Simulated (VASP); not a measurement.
Output of a VASP run:

File OSZICAR:
```
...
DAV:   2    -0.449056048315E+02    0.80982E-03   -0.35574E-03  2136   0.641E-01    0.115E-01
DAV:   3    -0.449052395610E+02    0.36527E-03   -0.14130E-03  2632   0.417E-01    0.304E-02
DAV:   4    -0.449052290764E+02    0.10485E-04   -0.13320E-04  2104   0.984E-02    0.156E-02
DAV:   5    -0.449052286064E+02    0.46997E-06   -0.21065E-05  2312   0.401E-02    0.804E-03
DAV:   6    -0.449052281921E+02    0.41431E-06   -0.47337E-06  1736   0.232E-02
   8 F= -.32680009E+02 E0= -.32680009E+02  d E =-.290838E-02
       N       E                     dE             d eps       ncg     rms          rms(c)
DAV:   1    -0.448998596196E+02    0.53690E-02   -0.61255E-01  1768   0.731E+00    0.167E-01
DAV:   2    -0.449026101014E+02   -0.27505E-02   -0.32801E-02  2224   0.205E+00    0.105E-01
DAV:   3    -0.449024286165E+02    0.18148E-03   -0.94645E-04  2456   0.309E-01    0.627E-02
DAV:   4    -0.449023328020E+02    0.95815E-04   -0.53776E-04  2648   0.221E-01    0.162E-02
DAV:   5    -0.449023320875E+02    0.71448E-06   -0.69459E-05  1896   0.682E-02    0.112E-02
DAV:   6    -0.449023313335E+02    0.75397E-06   -0.18339E-05  2360   0.374E-02    0.591E-03
DAV:   7    -0.449023308136E+02    0.51988E-06   -0.19703E-06  1312   0.169E-02
   9 F= -.32681326E+02 E0= -.32681326E+02  d E =-.131676E-02
       N       E                     dE             d eps       ncg     rms          rms(c)
DAV:   1    -0.449003592091E+02    0.19721E-02   -0.11048E-01  1768   0.310E+00    0.707E-02
DAV:   2    -0.449008582089E+02   -0.49900E-03   -0.59419E-03  2224   0.876E-01    0.447E-02
DAV:   3    -0.449008246742E+02    0.33535E-04   -0.17103E-04  2456   0.132E-01    0.268E-02
DAV:   4    -0.449008072580E+02    0.17416E-04   -0.10139E-04  2624   0.952E-02    0.731E-03
DAV:   5    -0.449008071026E+02    0.15544E-06   -0.13141E-05  1896   0.298E-02    0.512E-03
DAV:   6    -0.449008067705E+02    0.33215E-06   -0.26915E-06  1224   0.170E-02
  10 F= -.32681601E+02 E0= -.32681601E+02  d E =-.159239E-02
       N       E                     dE             d eps       ncg     rms          rms(c)
DAV:   1    -0.448954453508E+02    0.53618E-02   -0.44155E-01  1768   0.621E+00    0.141E-01
DAV:   2    -0.448974321191E+02   -0.19868E-02   -0.23699E-02  2224   0.174E+00    0.892E-02
DAV:   3    -0.448972992477E+02    0.13287E-03   -0.68259E-04  2432   0.263E-01    0.534E-02
DAV:   4    -0.448972293039E+02    0.69944E-04   -0.38883E-04  2656   0.187E-01    0.140E-02
DAV:   5    -0.448972287187E+02    0.58516E-06   -0.50304E-05  1856   0.578E-02    0.968E-03
DAV:   6    -0.448972281691E+02    0.54962E-06   -0.14296E-05  2272   0.324E-02    0.509E-03
DAV:   7    -0.448972277741E+02    0.39499E-06   -0.14606E-06  1224   0.150E-02
  11 F= -.32681644E+02 E0= -.32681644E+02  d E =-.163475E-02
       N       E                     dE             d eps       ncg     rms          rms(c)
DAV:   1    -0.448985638347E+02   -0.13357E-02   -0.89938E-02  1744   0.281E+00    0.638E-02
DAV:   2    -0.448989730387E+02   -0.40920E-03   -0.48739E-03  2240   0.792E-01    0.404E-02
DAV:   3    -0.448989456474E+02    0.27391E-04   -0.13495E-04  2360   0.119E-01    0.243E-02
DAV:   4    -0.448989316428E+02    0.14005E-04   -0.85379E-05  2624   0.875E-02    0.682E-03
DAV:   5    -0.448989313786E+02    0.26414E-06   -0.11188E-05  1880   0.277E-02    0.448E-03
DAV:   6    -0.448989311449E+02    0.23378E-06   -0.21692E-06  1184   0.157E-02
  12 F= -.32681708E+02 E0= -.32681708E+02  d E =-.169910E-02
```

File OUTCAR:
```
------------------------ aborting loop because EDIFF is reached ----------------------------------------
  FORCE on cell =-STRESS in cart. coord.  units (eV):
  Direction    XX          YY          ZZ          XY          YZ          ZX
  --------------------------------------------------------------------------------------
  Total       12.2079122     12.2078982     12.2288670     -0.0000000     -0.0000000      0.0000000
  in kB      299.7713688    299.7710250    300.2859260     -0.0000000     -0.0000000      0.0000000
  external PRESSURE =      -0.0572268 kB  Pullay stress =     300.0000000 kB
  volume of cell :       65.25
      direct lattice vectors                 reciprocal lattice vectors
     1.897208263 -3.286059219 -0.000000000     0.263545131 -0.152157940 -0.000000000
     1.897208263  3.286059219  0.000000000     0.263545131  0.152157940  0.000000000
     0.000000000 -0.000000000  5.232887990    -0.000000000 -0.000000000  0.191099065
 POSITION                                       TOTAL-FORCE (eV/Angst)
 -----------------------------------------------------------------------------------
      1.89721      1.09536      1.18991        -0.000000      0.000000      0.006909
      1.89721     -1.09536      4.04298        -0.000000      0.000000     -0.006909
      0.00000      0.00000      0.00000        -0.000000     -0.000000      0.000000
      1.89721      1.09536      3.45646         0.000000     -0.000000      0.005298
      1.89721     -1.09536      1.77643         0.000000     -0.000000     -0.005298
 -----------------------------------------------------------------------------------
    total drift:                                0.000000     -0.000000      0.000000
  FREE ENERGIE OF THE ION-ELECTRON SYSTEM (eV)
  ---------------------------------------------------
  free  energy   TOTEN  =       -44.8989311449 eV

  energy  without entropy=      -44.8989311449  energy(sigma->0) =      -44.89893114
  enthalpy is  TOTEN    =       -32.6817081764 eV   P V=       12.2172229685

 reached required accuracy - stopping structural energy minimisation
```
(Selected blocks of OUTCAR.)

File POSCAR:
```
La2O3
1
    1.9106113280    -3.3092752354     0.0000000000
    1.9106113280     3.3092752354     0.0000000000
    0.0000000000     0.0000000000     5.3963311388
La O
2 3
Direct
  0.3333330000   0.6666670000   0.2313029448
  0.6666670000   0.3333330000   0.7686970552
  0.0000000000   0.0000000000   0.0000000000
  0.3333330000   0.6666670000   0.6574997521
  0.6666670000   0.3333330000   0.3425002479
```

### Question
Reconstruct the remaining input files.

### Answer
One answer among several that fit: the input of the run itself, LDA (Ceperley-Alder, Perdew-Zunger), plane waves, VASP's LDA PAW potentials (set 64).

**INCAR**
```
# general
SYSTEM  = La2O3
PREC    = Accurate
ENCUT   = 620
LREAL   = .FALSE.
LASPH   = .TRUE.

# electronic loop
EDIFF   = 1E-6
NELM    = 100
ALGO    = Normal
LMAXMIX = 6

# smearing
ISMEAR  = 0
SIGMA   = 0.05

# ions
IBRION  = 2
NSW     = 40
ISIF    = 3
EDIFFG  = -0.02
PSTRESS = 300

# output
LWAVE   = .FALSE.
LCHARG  = .FALSE.
```

KPOINTS:
```
kpoints
0
gamma
  7 7 4
0 0 0
```

POTCAR, in this order: La O (LDA.64 set). Program: vasp_std.

Energy and stress use the plane-wave basis of the starting cell.

The compound is La2O3 in the a-type structure. This run relaxes it under an external pressure of 30 GPa. Symmetry was kept, so distortions that lower it aren't found.
